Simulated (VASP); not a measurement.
Computed with PBE GGA, VASP's PBE PAW potentials (set 64) (plane waves; VASP 6.6.1).

VASP input:

### INCAR
```
# general
SYSTEM  = GaSb
PREC    = Accurate
ENCUT   = 520
LREAL   = .FALSE.
LASPH   = .TRUE.

# electronic loop
EDIFF   = 1E-6
NELM    = 100
ALGO    = Normal
LMAXMIX = 4

# smearing
ISMEAR  = 0
SIGMA   = 0.05

# functional
GGA     = PE

# output
LWAVE   = .FALSE.
LCHARG  = .TRUE.
```

POSCAR:
```
GaSb
1
    0.0000000000     3.1096801953     3.1096801953
    3.1096801953     0.0000000000     3.1096801953
    3.1096801953     3.1096801953     0.0000000000
Ga Sb
1 1
Direct
  0.0000000000   0.0000000000   0.0000000000
  0.2500000000   0.2500000000   0.2500000000
```

### KPOINTS
```
K-points
0
gamma
 7 7 7
```

POTCAR, in this order: Ga_d Sb (PBE.64 set). Program: vasp_std.

Unless said otherwise, spin-orbit coupling is left out, though it shifts the bands of the heavy elements here.

Task: Predict the energy per atom (σ→0), band gap (on the k-mesh).

Result: 
The energy per atom (σ→0) comes out as -355.0 kJ/mol-atom and the band gap (on the k-mesh) is none (metal, semimetal or under 0.01 eV).

OSZICAR:
```
...
DAV:   7    -0.735792747921E+01    0.10502E-01   -0.39941E-02   585   0.185E+00    0.339E-01
DAV:   8    -0.735888357199E+01   -0.95609E-03   -0.48121E-03   674   0.953E-01    0.694E-02
DAV:   9    -0.735937538869E+01   -0.49182E-03   -0.70738E-04   565   0.246E-01    0.334E-02
DAV:  10    -0.735943072176E+01   -0.55333E-04   -0.62309E-05   635   0.526E-02    0.958E-03
DAV:  11    -0.735944920395E+01   -0.18482E-04   -0.30195E-05   555   0.447E-02    0.393E-03
DAV:  12    -0.735945034256E+01   -0.11386E-05   -0.16099E-06   585   0.966E-03    0.908E-04
DAV:  13    -0.735945015427E+01    0.18829E-06   -0.69989E-08   280   0.298E-03
   1 F= -.73594502E+01 E0= -.73593377E+01  d E =-.224872E-03
```

The compound is GaSb in the zinc blende structure. It was relaxed first, which changed the volume by +6 %.
